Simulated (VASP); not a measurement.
VASP runs on CrPd₃ (space group Pm-3m) share one base input (PBEsol GGA, plane waves, VASP's PBE PAW potentials (set 64)) and change the settings named in each case.

INCAR:
```
# general
SYSTEM =CrPd3
PREC   =Accurate
ENCUT  =300
LREAL  =.FALSE.   # projection in real space or not
LASPH  =.TRUE.   # aspherical one-centre terms

# electronic loop
EDIFF  =1E-6
NELM   =100   # most electronic steps
ALGO   =Normal   # blocked Davidson
LMAXMIX=4   # l cut-off of mixed one-centre charges

# smearing
ISMEAR =0
SIGMA  =0.272   # width (eV)

# functional
GGA    =PS

# spin
ISPIN  =2

# ions
ISIF   =2   # forces and stress, cell fixed

# output
LWAVE  =.FALSE.
LCHARG =.FALSE.
LORBIT =11
```

### KPOINTS
```
Automatic mesh
0
Gamma
9 9 9
0 0 0
```

File POSCAR:
```
CrPd3
1.0
  3.8908800000   0.0000000000   0.0000000000
  0.0000000000   3.8908800000   0.0000000000
  0.0000000000   0.0000000000   3.8908800000
Cr Pd
1 3
Cartesian
  0.0000000000   0.0000000000   0.0000000000
  0.0000000000   1.9454400000   1.9454400000
  1.9454400000   0.0000000000   1.9454400000
  1.9454400000   1.9454400000   0.0000000000
```

POTCAR, in this order: Cr_pv Pd (PBE.64 set). Program: vasp_std. The INCAR's line for the spin-polarised start is left out here.

```tsv
change	E(σ→0) (eV/atom)	pressure (GPa)	−TS (eV)
base run	-7.0793	-7.40	-0.2015
GGA removed, POTCAR Cr_pv Pd (LDA.64 set)	-7.4899	[?]	[?]
GGA_COMPAT = .FALSE., ISPIN removed, LNONCOLLINEAR = .TRUE., LSORBIT = .TRUE., another spin-polarised start, program vasp_ncl	-7.1113	-7.33	-0.1998
KPOINTS 2×2×2 Γ-centred mesh	-7.0525	-4.95	-0.2193
```

Task: Some entries are withheld; supply them.

Result: 
- GGA removed, POTCAR Cr_pv Pd (LDA.64 set), pressure (GPa): -13.69
- GGA removed, POTCAR Cr_pv Pd (LDA.64 set), −TS (eV): -0.1946

Energies of different potentials or functionals have different zeros.  The run has a spin-polarised start. At 300 eV the pressure can carry a Pulay error.

Left out are runs that ran out of time, are held back, or changed the cell or the kind of run, fixed moments of cells without a moment, rows past the twelfth, gaps on odd meshes, pressures of charged cells and columns that move by less than the noise.

The structure comes from a computed database's CrPd3 entry; how it stands against other phases isn't given here. The cell was not relaxed at this level.
